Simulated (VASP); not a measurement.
Level of theory: r2SCAN meta-GGA, VASP's PBE PAW potentials (set 64) (plane waves; VASP 6.6.1).

A VASP calculation is set up with these files.

KPOINTS:
```
Automatic mesh
0
Gamma
4 6 1
0 0 0
```

### POSCAR
```
BAs(110) slab
1.0
  4.7864054009   0.0000000000   0.0000000000
  0.0000000000   3.3844993019   0.0000000000
  0.0000000000   0.0000000000  25.1735995374
B As
6 6
Cart
  4.6063889948   0.0000000000  16.4889179494
  2.4434238557   1.6922496510  15.1386790837
  0.0199740828   0.0000000000  13.4610162084
  2.4131767833   1.6922496510  11.7125833290
  0.0502211552   0.0000000000  10.0349204537
  2.2131862944   1.6922496510   8.6846815880
  1.2933417753   0.0000000000  15.1717382403
  3.5946359647   1.6922496510  17.0491378768
  1.2048501786   0.0000000000  11.7515449369
  3.5980528790   1.6922496510  13.4220546005
  1.2014332643   0.0000000000   8.1244616606
  3.6865444758   1.6922496510  10.0018612971
```

### INCAR
```
SIGMA = 0.05   # width (eV)
LMAXMIX = 4
ENCUT = 450
LMIXTAU = .True.
ISIF = 2
IDIPOL = 3
ISMEAR = 0   # Gaussian
NELMIN = 4
SYSTEM = BAs(110) slab
NSW = 120   # most ionic steps
EDIFFG = -0.03
EDIFF = 1E-5   # SCF stop (eV)
LASPH = .True.
ALGO = Normal   # blocked Davidson
METAGGA = R2SCAN
NELM = 100
PREC = Normal
IBRION = 2   # conjugate gradients
LCHARG = .False.
LWAVE = .True.
LDIPOL = .True.
LREAL = .False.
DIPOL = 0.5 0.5 0.5
```

POTCAR, in this order: B As (PBE.64 set). Program: vasp_std.

**Question.** Predict the energy per atom (σ→0).

**Answer.** 
```
Item                            Result
---------------------  ---------------
energy per atom (σ→0)  -10858 meV/atom
```

### OSZICAR
```
...
DAV:   1    -0.130293433825E+03   -0.23102E-05   -0.23605E-02   744   0.751E-01    0.385E-02
DAV:   2    -0.130293337212E+03    0.96614E-04   -0.12755E-03   865   0.166E-01    0.213E-02
DAV:   3    -0.130293395029E+03   -0.57817E-04   -0.50500E-05   852   0.465E-02    0.143E-02
DAV:   4    -0.130293514388E+03   -0.11936E-03   -0.52992E-05   720   0.499E-02    0.460E-03
DAV:   5    -0.130293560441E+03   -0.46053E-04   -0.16396E-05   692   0.279E-02    0.182E-03
DAV:   6    -0.130293574794E+03   -0.14353E-04   -0.17337E-05   560   0.312E-02    0.171E-03
DAV:   7    -0.130293583211E+03   -0.84178E-05   -0.19624E-06   582   0.113E-02
  16 F= -.13029358E+03 E0= -.13029358E+03  d E =-.149756E-03
```

The cell is a thin slab with vacuum, built from BAs (zinc blende): (110) face.
